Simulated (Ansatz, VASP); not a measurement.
# Cross-check of Ga2TeS (Ga2STe monolayer) between VASP and Ansatz

One calculation is typed for both programs; each brings its own data sets. How far apart do they land? The cell is taken from a series of runs on this material, whose earlier steps may have relaxed, scaled, displaced or heated it; both programs get it as it stands.

Calculated with Ansatz 0.2.0; plane waves, with VASP 6.6.1 beside it; single point at PBE with D3(BJ).

## Step 1: Set-up

The cell holds 4 atoms: 1 Te, 2 Ga and 1 S. Its edges and angles: a = 3.849 Å, b = 3.849 Å, c = 22.799 Å, α = 90.0°, β = 90.0°, γ = 120.0°. Vacuum lies along c.

Coordinates:

```cif
data_structure
_symmetry_space_group_name_H-M 'P 1'
_symmetry_Int_Tables_number 1
_cell_length_a 3.8487
_cell_length_b 3.8487
_cell_length_c 22.7992
_cell_angle_alpha 90.000
_cell_angle_beta 90.000
_cell_angle_gamma 120.000
_cell_volume 292.46
loop_
_atom_site_label
_atom_site_type_symbol
_atom_site_fract_x
_atom_site_fract_y
_atom_site_fract_z
_atom_site_occupancy
Te1 Te 0.33333 0.66667 0.39475 1
Ga2 Ga 0.00000 0.00000 0.45552 1
Ga3 Ga 0.00000 0.00000 0.56274 1
S4 S 0.33333 0.66667 0.60525 1
```

## Step 2: VASP: single point, PBE with D3(BJ)

A single point gives forces, pressure and levels at one fixed geometry, so differences don't come from the geometry; what else differs is listed under the comparison.

Lines of VASP's logs that name or quote its potential files are left out, and so is its time.

File INCAR:

```
SYSTEM = Ga2TeS
PREC = Accurate
ENCUT = 400
EDIFF = 1E-06
NELM = 120
ISMEAR = -1
SIGMA = 0.02585
LREAL = .FALSE.
ALGO = Normal
GGA = PE
IVDW = 12
NBANDS = 25
LORBIT = 11
LWAVE = .FALSE.
LCHARG = .FALSE.
ISIF = 2
LDIPOL = .TRUE.
IDIPOL = 3
DIPOL = 0.5 0.5 0.505
LVHAR = .TRUE.
LASPH = .TRUE.
GGA_COMPAT = .FALSE.
EFERMI = MIDGAP
NELMDL = -8
```

File POSCAR:

```
Ga2TeS
1.0
    3.8486723843      0.0000000000      0.0000000000
   -1.9243361922      3.3330480557      0.0000000000
    0.0000000000      0.0000000000     22.7991505556
Te Ga S
1 2 1
Direct
    0.3333333333      0.6666666667      0.3947515491
    0.0000000000      0.0000000000      0.4555219304
    0.0000000000      0.0000000000      0.5627421812
    0.3333333333      0.6666666667      0.6052484509
```

File KPOINTS:

```
Automatic mesh
0
Gamma
12 12 1
0 0 0
```

Potentials, in the order of the species: Te, Ga_d and S (PBE family, release 64).

Launch:

```
> mpirun -np 1 vasp_std
```

Numbers of over 12 decimals in the logs are rounded to 6 here.

The log of the run:

```text
[banner, memory and clock lines left out]
running    1 mpi-ranks, on    1 nodes
 distrk:  each k-point on    1 cores,    1 groups
 distr:  one band on    1 cores,    1 groups

 POSCAR found type information on POSCAR TeGaS
 POSCAR found :  3 types and       4 ions
 LDA part: xc-table for (Slater+PW92), standard interpolation
 POSCAR, INCAR and KPOINTS ok, starting setup
 FFT: planning ... GRIDC
 FFT: planning ... GRID_SOFT
 FFT: planning ... GRID
 WAVECAR not read
 entering main loop
       N       E                     dE             d eps       ncg     rms          rms(c)
DAV:   1     0.229971192948E+03    0.22997E+03   -0.15112E+04  1054   0.119E+03
DAV:   2     0.112706851404E+02   -0.21870E+03   -0.21439E+03  1152   0.278E+02
DAV:   3    -0.140134396980E+02   -0.25284E+02   -0.25108E+02  1243   0.100E+02
DAV:   4    -0.151548711441E+02   -0.11414E+01   -0.11399E+01  1441   0.228E+01
DAV:   5    -0.151712890503E+02   -0.16418E-01   -0.16416E-01  1492   0.250E+00
DAV:   6    -0.151716582016E+02   -0.36915E-03   -0.36914E-03  1460   0.353E-01
DAV:   7    -0.151716696345E+02   -0.11433E-04   -0.11433E-04  1492   0.610E-02
DAV:   8    -0.151716699983E+02   -0.36385E-06   -0.36386E-06  1228   0.108E-02    0.830E+00
DAV:   9    -0.148321535862E+02    0.33952E+00   -0.82320E-01  1411   0.140E+01    0.507E+00
DAV:  10    -0.147963191569E+02    0.35834E-01   -0.53408E-01  1463   0.109E+01    0.140E+00
DAV:  11    -0.147992448967E+02   -0.29257E-02   -0.11181E-01  1140   0.348E+00    0.439E-01
DAV:  12    -0.147981985311E+02    0.10464E-02   -0.16488E-02  1226   0.133E+00    0.151E-01
DAV:  13    -0.147980413161E+02    0.15722E-03   -0.25419E-03  1156   0.582E-01    0.137E-01
DAV:  14    -0.147980121607E+02    0.29155E-04   -0.60803E-04  1244   0.357E-01    0.782E-02
[...]
DAV:  19    -0.147982969438E+02   -0.10234E-03   -0.97905E-06  1093   0.371E-02    0.474E-03
DAV:  20    -0.147983232616E+02   -0.26318E-04   -0.26811E-06   873   0.727E-03    0.259E-03
DAV:  21    -0.147983431660E+02   -0.19904E-04   -0.13076E-06   848   0.687E-03    0.142E-03
DAV:  22    -0.147983492344E+02   -0.60684E-05   -0.14676E-07   892   0.264E-03    0.114E-03
DAV:  23    -0.147983573352E+02   -0.81008E-05   -0.32868E-07   771   0.214E-03    0.466E-04
DAV:  24    -0.147983603611E+02   -0.30258E-05   -0.13622E-07   857   0.289E-03    0.448E-04
DAV:  25    -0.147983620157E+02   -0.16546E-05   -0.49064E-08   778   0.157E-03    0.356E-04
DAV:  26    -0.147983622562E+02   -0.24051E-06   -0.55707E-09   708   0.864E-04
   1 F= -.15699176E+02 E0= -.15699176E+02  d E =-.660017E-09
```

OUTCAR, selected parts (step 2):

```text
ion  position               nearest neighbor table
   1  0.333  0.667  0.395-   2 2.62   2 2.62   2 2.62
   2  0.000  0.000  0.456-   3 2.44   1 2.62   1 2.62   1 2.62
   3  0.000  0.000  0.563-   4 2.42   4 2.42   4 2.42   2 2.44
   4  0.333  0.667  0.605-   3 2.42   3 2.42   3 2.42

  LATTYP: Found a hexagonal cell.
 ALAT       =     3.8486723843
 C/A-ratio  =     5.9239000567

 Subroutine GETGRP returns: Found  6 space group operations
 (whereof  6 operations were pure point group operations)

The static configuration has the point symmetry C_3v.

 Found     19 irreducible k-points:

   k-points           NKPTS =     19   k-points in BZ     NKDIM =     19   number of bands    NBANDS=     25

   dimension x,y,z NGX =    28 NGY =   28 NGZ =  150
   dimension x,y,z NGXF=    56 NGYF=   56 NGZF=  300

   ENCUT  =  400.0 eV  29.40 Ry    5.42 a.u.   6.28  6.28 37.18*2*pi/ulx,y,z

   NELECT =      38.0000    total number of electrons

 k-points in reciprocal lattice and weights: Automatic mesh
   0.00000000  0.00000000  0.00000000       0.007
   0.08333333 -0.00000000  0.00000000       0.042
   0.16666667 -0.00000000  0.00000000       0.042
   0.25000000  0.00000000  0.00000000       0.042
   0.33333333  0.00000000  0.00000000       0.042
   0.41666667  0.00000000  0.00000000       0.042
   0.50000000  0.00000000  0.00000000       0.021
   0.08333333  0.08333333  0.00000000       0.042
   0.16666667  0.08333333  0.00000000       0.083
[...]
0.33333333  0.25000000  0.00000000       0.083
   0.33333333  0.33333333  0.00000000       0.014

 dipolmoment           0.000000      0.000000      0.040747 electrons x Angstroem

 average (electrostatic) potential at core
       1 -95.8730       2 -72.0249       3 -72.4418       4 -93.5551

 E-fermi :  -1.3153

 k-point     1 :       0.0000    0.0000    0.0000
  band No.  band energies     occupation
    ...
     15      -3.9563      2.00000
     16      -3.9563      2.00000
     17      -2.6467      2.00000
     18      -1.7664      2.00000
     19      -1.7664      2.00000
     20      -0.8797      0.00000
     21       1.1847      0.00000
     22       1.9646      0.00000
     23       1.9646      0.00000
     24       2.5385      0.00000
    ...

 k-point     2 :       0.0833   -0.0000    0.0000
  band No.  band energies     occupation
    ...
     15      -4.3402      2.00000
     16      -4.0399      2.00000
     17      -2.6387      2.00000
     18      -2.3905      2.00000
     19      -1.9278      2.00000
     20      -0.5183      0.00000
     21       1.4548      0.00000
     22       1.8544      0.00000
     23       2.1113      0.00000
     24       2.6267      0.00000
    ...

 k-point     3 :       0.1667   -0.0000    0.0000
  band No.  band energies     occupation
    ...
     15      -4.8663      2.00000
     16      -4.2521      2.00000
     17      -3.6792      2.00000
     18      -2.5041      2.00000
     19      -2.3050      2.00000
     20       0.0248      0.00000
     21       0.9272      0.00000
     22       2.2232      0.00000
     23       2.4227      0.00000
     24       2.6883      0.00000
    ...

 Edisp (eV)   -0.90081

  Total      -0.07560    -0.07560    -0.04891     0.00000     0.00000     0.00000
  in kB      -0.41414    -0.41414    -0.26795     0.00000     0.00000     0.00000
  external pressure =       -0.37 kB  Pullay stress =        0.00 kB

  energy-cutoff  :      400.00
  volume of cell :      292.46
      direct lattice vectors                 reciprocal lattice vectors
     3.848672384  0.000000000  0.000000000     0.259829858  0.150012839  0.000000000
    -1.924336192  3.333048056  0.000000000     0.000000000  0.300025677  0.000000000
     0.000000000  0.000000000 22.799150556     0.000000000  0.000000000  0.043861283

 POSITION                                       TOTAL-FORCE (eV/Angst)
 -----------------------------------------------------------------------------------
     -0.00000      2.22203      9.00000         0.000000      0.000000     -0.028150
      0.00000      0.00000     10.38551        -0.000000     -0.000000      0.021542
      0.00000      0.00000     12.83004        -0.000000     -0.000000     -0.011356
     -0.00000      2.22203     13.79915         0.000000     -0.000000      0.017964
 -----------------------------------------------------------------------------------
    total drift:                                0.000001      0.000001     -0.001388

  FREE ENERGIE OF THE ION-ELECTRON SYSTEM (eV)
  ---------------------------------------------------
  free  energy   TOTEN  =       -15.6991760681 eV

  energy  without entropy=      -15.6991760675  energy(sigma->0) =      -15.69917607

 vacuum level on the upper side and lower side of the slab         3.556         2.981

 total charge
# of ion       s       p       d       tot
------------------------------------------
    1        1.382   2.033   0.036   3.451
    2        0.919   0.775   9.977  11.671
    3        0.880   0.670   9.996  11.546
    4        1.344   2.341   0.000   3.685
--------------------------------------------------
tot          4.525   5.819  20.009  30.353

[... 3 further parts left out ...]
```

## Step 3: Ansatz: single point, PBE with D3(BJ)

Ansatz runs on its default PAW (the set named soft_2) files.

The same cell, functional, mesh and smearing now go to Ansatz, which takes its cutoff from its data sets.

File input.yaml:

```yaml
crystal:
  lattice:
    - [3.8486723843, 0.0, 0.0]
    - [-1.9243361922, 3.3330480557, 0.0]
    - [0.0, 0.0, 22.7991505556]
  atoms:
    - { symbol: Te, position: [0.3333333333, 0.6666666667, 0.3947515491] }
    - { symbol: Ga, position: [0.0, 0.0, 0.4555219304] }
    - { symbol: Ga, position: [0.0, 0.0, 0.5627421812] }
    - { symbol: S, position: [0.3333333333, 0.6666666667, 0.6052484509] }
kpoints:
  mp_grid: { grid: [12, 12, 1] }
  band_path:
    path: [[0, 0, 0], [0.5, 0, 0], [0.33333333, 0.33333333, 0], [0, 0, 0]]
    npoints: 16
hamiltonian:
  xc: pbe
  dispersion: d3bj
scf:
  occupations: { method: fermi_dirac, width: 0.02585 }
  convergence: { dr2_threshold: 1.0e-10 }
efield:
  axis: 3
  dipole_correction: true
  ramp_position: 0.97
  ramp_width: 0.06
  amplitude: 0
output:
  dos: { projected: true, e_range: [-6, 5] }
  write_potential: true
  write_density: true
  volumetric_format: npy
  elf: true
```

Launch:

```
> ansatz run input.yaml --threads 2 --pin off --max-ram 3072MiB --backend cpu --events-out ev --progress --plain --runs-dir out
```

The log of the run:

```text
Engine: ansatz 0.2.0, aarch64-unknown-linux-gnu
Pseudopotentials: kind: paw
Pseudopotential: Te, paw, valence charge 16, recommended cutoff 420 eV (normal), Te.paw.azcp
Pseudopotential: Ga, paw, valence charge 13, recommended cutoff 420 eV (normal), Ga.paw.azcp
Pseudopotential: S, paw, valence charge 6, recommended cutoff 420 eV (normal), S.paw.azcp
Functional definition: PBE
  parameter kappa = 0.804
  parameter beta = 0.066725
  exchange = pbe_x(kappa = kappa, mu = beta*pi^2/3)
  correlation = pbe_c(beta = beta)
Crystal: 4 atoms, lattice volume = 292.463 Å³
Basis set: ecut = 420 eV, 5693 PW (Γ)
Bands: 29, of which v1, the nominal top of the filled ones, is band 24 counted from 1 (23 counted from 0)
Symmetry: 6 space group operations
Space group: P3m1 (ITA 156), of the structure as read, at distance tolerance 6.6e-5 Å
k-points: 19 of 144 (time reversal used)
Non-local potential: Te, projectors of the file, l = 0: 2, l = 1: 2, l = 2: 2, l = 3: 2
Non-local potential: Ga, projectors of the file, l = 0: 2, l = 1: 2, l = 2: 3, l = 3: 1
Non-local potential: S, projectors of the file, l = 0: 2, l = 1: 2, l = 2: 2
PAW form: soft (Blöchl's): semilocal exchange-correlation on the pseudo side does not see the compensation charge
PAW one-centre angular grid: Te, 590 points (default); XC on 64 Gauss nodes
PAW one-centre angular grid: Ga, 590 points (default); XC on 64 Gauss nodes
PAW one-centre angular grid: S, 110 points (default); XC on 64 Gauss nodes
Initial density: superposition of atomic densities (neutral atoms: chi_scale 0, normalization atom), corrected by the library's trained network
Initial wavefunctions: pseudopotential atomic-orbital guess
Functional: x = pbe(κ = 0.804, μ = 0.219515), c = pbe(β = 0.066725)
SCF iter   1: F=—  HF=-15450.709368 eV  |F-HF|=—  |Δ(HF+E_count)|=         —  Δρ=1.15e-3  dr2=1.56e-2  ethr=1.77e-3  p=-0.049 e·Å  D=-3.05e-2 V/Å  ΔV_dip=0.70 eV  dr2_dipole=3.87e-3  V_vac-E_F(+/−)=4.94/4.24 eV  ⟨swp⟩=8.1  Hψ=2730  notcnv=0
efield: sawtooth ramp at fractional position 0.9700 (set: `efield.ramp_position`, or a place that a band, a saddle search or an elastic batch's reference lends), width 0.0600; the density the first Hamiltonian is built on has a dipole p = -0.049 e·Å; the dipole correction subtracts the counter field D = -3.05e-2 V/Å, which shifts the + side's vacuum level by +0.70 eV against the − side's; the planar-averaged density in the ramp window peaks in size at 9.9e-6 e/Å³
preconditioner: auto → Resta (q_TF=auto, 2.019 Å⁻¹)  ε∞=1.9  [insulator: Δε(μ)=0.980 eV  Ē_g=13.756 eV  σ=0.026 eV  W_gap=1.00  n_scr=44 (ndim 8)  ℏωp=13.4 eV  f_vac=0.634  D(μ)=0.00/eV (n_scr^D=0)  ε∞_Penn≈1.9  vacuum switching on, ρ_ref=1.4e-2 e/Å³]
SCF iter   2: F=—  HF=-15450.711137 eV  |F-HF|=—  |Δ(HF+E_count)|=   1.77e-3  Δρ=1.13e-3  dr2=3.34e-2  ethr=3.24e-5  p=-0.021 e·Å  D=-1.28e-2 V/Å  ΔV_dip=0.29 eV  dr2_dipole=1.19e-2  V_vac-E_F(+/−)=4.74/4.45 eV  ⟨swp⟩=3.0  Hψ=1201  notcnv=0  defer=17
SCF iter   3: F=—  HF=-15450.706614 eV  |F-HF|=—  |Δ(HF+E_count)|=   4.52e-3  Δρ=4.29e-4  dr2=9.22e-4  ethr=3.24e-5  p=-0.043 e·Å  D=-2.65e-2 V/Å  ΔV_dip=0.60 eV  dr2_dipole=1.10e-4  V_vac-E_F(+/−)=4.90/4.29 eV  ⟨swp⟩=3.1  Hψ=700  notcnv=0  defer=17
SCF iter   4: F=—  HF=-15450.706934 eV  |F-HF|=—  |Δ(HF+E_count)|=   3.20e-4  Δρ=2.52e-4  dr2=2.98e-4  ethr=1.92e-6  p=-0.041 e·Å  D=-2.53e-2 V/Å  ΔV_dip=0.58 eV  dr2_dipole=2.11e-5  V_vac-E_F(+/−)=4.87/4.29 eV  ⟨swp⟩=2.1  Hψ=995  notcnv=0  defer=17
SCF iter   5: F=—  HF=-15450.706921 eV  |F-HF|=—  |Δ(HF+E_count)|=   1.33e-5  Δρ=9.80e-5  dr2=2.88e-5  ethr=6.21e-7  p=-0.043 e·Å  D=-2.63e-2 V/Å  ΔV_dip=0.60 eV  dr2_dipole=7.54e-7  V_vac-E_F(+/−)=4.88/4.28 eV  ⟨swp⟩=2.0  Hψ=880  notcnv=0  defer=17
SCF iter   6: F=—  HF=-15450.706908 eV  |F-HF|=—  |Δ(HF+E_count)|=   1.26e-5  Δρ=2.57e-5  dr2=5.59e-6  ethr=6.01e-8  p=-0.042 e·Å  D=-2.62e-2 V/Å  ΔV_dip=0.60 eV  dr2_dipole=8.79e-8  V_vac-E_F(+/−)=4.88/4.28 eV  ⟨swp⟩=2.0  Hψ=990  notcnv=0  defer=17
SCF iter   7: F=—  HF=-15450.706906 eV  |F-HF|=—  |Δ(HF+E_count)|=   2.05e-6  Δρ=1.29e-5  dr2=7.13e-7  ethr=1.17e-8  p=-0.043 e·Å  D=-2.63e-2 V/Å  ΔV_dip=0.60 eV  dr2_dipole=2.56e-10  V_vac-E_F(+/−)=4.88/4.28 eV  ⟨swp⟩=2.0  Hψ=895  notcnv=0  defer=17
SCF iter   8: F=—  HF=-15450.706921 eV  |F-HF|=—  |Δ(HF+E_count)|=   1.46e-5  Δρ=3.88e-6  dr2=4.05e-8  ethr=1.49e-9  p=-0.043 e·Å  D=-2.63e-2 V/Å  ΔV_dip=0.60 eV  dr2_dipole=1.08e-10  V_vac-E_F(+/−)=4.88/4.28 eV  ⟨swp⟩=2.0  Hψ=911  notcnv=0  defer=17
SCF iter   9: F=—  HF=-15450.706921 eV  |F-HF|=—  |Δ(HF+E_count)|=   9.42e-8  Δρ=1.05e-6  dr2=3.42e-9  ethr=8.44e-11  p=-0.043 e·Å  D=-2.63e-2 V/Å  ΔV_dip=0.60 eV  dr2_dipole=2.12e-11  V_vac-E_F(+/−)=4.88/4.28 eV  ⟨swp⟩=2.1  Hψ=754  notcnv=0  defer=17
SCF iter  10: F=—  HF=-15450.706921 eV  |F-HF|=—  |Δ(HF+E_count)|=   7.13e-9  Δρ=3.54e-7  dr2=3.38e-10  ethr=7.13e-12  p=-0.043 e·Å  D=-2.63e-2 V/Å  ΔV_dip=0.60 eV  dr2_dipole=5.25e-12  V_vac-E_F(+/−)=4.88/4.28 eV  ⟨swp⟩=2.0  Hψ=895  notcnv=0  defer=17
SCF iter  11: F=-15450.706921 eV  HF=-15450.706921 eV  |F-HF|=3.64e-12  |Δ(HF+E_count)|=  8.37e-11  Δρ=1.32e-7  dr2=5.87e-11  ethr=1.00e-12  p=-0.043 e·Å  D=-2.63e-2 V/Å  ΔV_dip=0.60 eV  dr2_dipole=8.61e-12  V_vac-E_F(+/−)=4.88/4.28 eV  ⟨swp⟩=9.4  Hψ=1756  notcnv=0
SCF 1 converged in 11 iterations: F = -15450.706921 eV  dr2 = 5.87e-11
  greatest PAW one-centre occupation: 0.998 electrons in one spin orbital (limit 2), on the Te atom at site 0 (counted from 0), in its partial waves of l = 2
NSCF: frozen V_eff on 49 k-points
efield: sawtooth ramp at fractional position 0.9700 (kept from the solve that this one continues, or follows in the run), width 0.0600; the density the first Hamiltonian is built on has a dipole p = -0.043 e·Å; the dipole correction subtracts the counter field D = -2.63e-2 V/Å, which shifts the + side's vacuum level by +0.60 eV against the − side's; the planar-averaged density in the ramp window peaks in size at 6.7e-6 e/Å³
WARN: The output density's exchange-correlation potential varies sharply where the density is thin. Do not read a vacuum level from v_tot or v_xc, or from such a field of the output density. On a cell that repeats whose density bears no net charge and no dipole along the vacuum's axis use v_es (v_loc + v_h of the components); under efield.dipole_correction with no amplitude use v_es + v_field, which holds any externa [...]
SCF converged after 11 iterations
Free energy (F): -15450.706921 eV
Harris-Foulkes:  -15450.706921 eV  (|F-HF|=3.64e-12)
Internal energy: -15450.706921 eV  (E = F + TS)
E sigma→0 (E₀):  -15450.706921 eV
Fermi energy:    -0.365516 eV
Dipole field:    D = -0.026307 V/Å  (p = -0.042519 e·Å, saw-weighted, corrected)
Work function:   Φ+ = 4.8838 eV   Φ− = 4.2840 eV
Levels:          The Fermi level and band energies are counted from a zero that moves with the ramp; work functions are not
--- Per-component energies (eV) ---
  E_band       = -798.741068
  E_kinetic    = 516.930739
  E_local      = -37150.991496  (includes V_loc(G=0)·N_el)
  E_nonlocal   = 567.533587
  E_hartree    = 18390.623882
  E_xc         = -358.540577
  E_vxc        = -306.013621  (∫ρ·V_xc dr)
  E_paw        = -9240.054736  (= ΣΔE_a)
  E_vpaw       = -1206.960089  (= ΣTr[D̂ρ^β])
  E_aug_tail   = -0.000393  (compensation charges beyond the density's cutoff)
  E_efield     = 0.000559  (sawtooth field / dipole correction)
  E_vefield    = -0.487729  (∫n·V_field dr)
  E_ewald      = 11824.692434
  E_disp       = -0.900920  (pairwise vdW)
  E_smearing   = -0.000000  (= −TS)
  E_closure    = 0.000000  (closes the sum)
  Σ components = -15450.706921   (vs F -15450.706921, Δ=0.00e0)
--- Band table (eV; the first three rows and the last of 19) ---
  k-point 0: bands = [... 20 lower, -3.0093, -1.7047, -0.8214, -0.8214, 0.0723, 2.1461, 2.9060, 2.9060, ... 1 higher]
  k-point 1: bands = [... 20 lower, -3.0929, -1.6928, -1.4458, -0.9823, 0.4326, 2.4068, 2.8005, 3.0518, ... 1 higher]
  k-point 2: bands = [... 20 lower, -3.3052, -2.7274, -1.5629, -1.3584, 0.9741, 1.8751, 3.1722, 3.3615, ... 1 higher]
  k-point 18: bands = [... 20 lower, -4.6975, -3.5552, -3.0706, -2.7078, 0.9641, 1.5395, 3.2494, 3.8587, ... 1 higher]
```

## Step 4: Comparison

Known differences besides the potentials themselves: the data sets hold 48 valence electrons in Ansatz (on its default PAW (the set named soft_2) files) and 38 in VASP; the cutoff is 420 eV in Ansatz and 400 eV in VASP. Total energies have different zeros and are not compared.

Both answers:

```tsv
quantity	Ansatz	VASP	difference
gap on the k mesh (eV)	0.894	0.887	+0.007
```

A gap on the mesh is an upper bound, since the band edges may lie between its points. With vacuum in the cell, a pressure given here is an average over mostly empty space and none of the material.

## Step 5: Results

| Item | Value |
| --- | --- |
| difference in gap on the k mesh (single point, PBE with D3(BJ)) | 0.0070 eV |

In words: The difference in gap on the k mesh is 0.0070 eV (single point, PBE with D3(BJ)), within the 0.08 eV picked in this series as the mark of a large difference. The data sets hold unlike numbers of valence electrons (48 in Ansatz and 38 in VASP), so part of the differences comes from the potentials. Such differences can come from data sets, numerical settings and the points named under the comparisons, not from the functional's error against experiment.

[Lines on the potential files, build, host, timing and source positions are cut from VASP's logs without a mark.]

[Logs are printed without paths, hosts, clocks, repeated set-up lines and the standing remarks that a program may print on its own settings, such as how far it seeks lower states.]

[Hosts, paths, dates, database ids (printed as entryN), source tags and the programs' standing remarks are cut or masked in the printed files.]
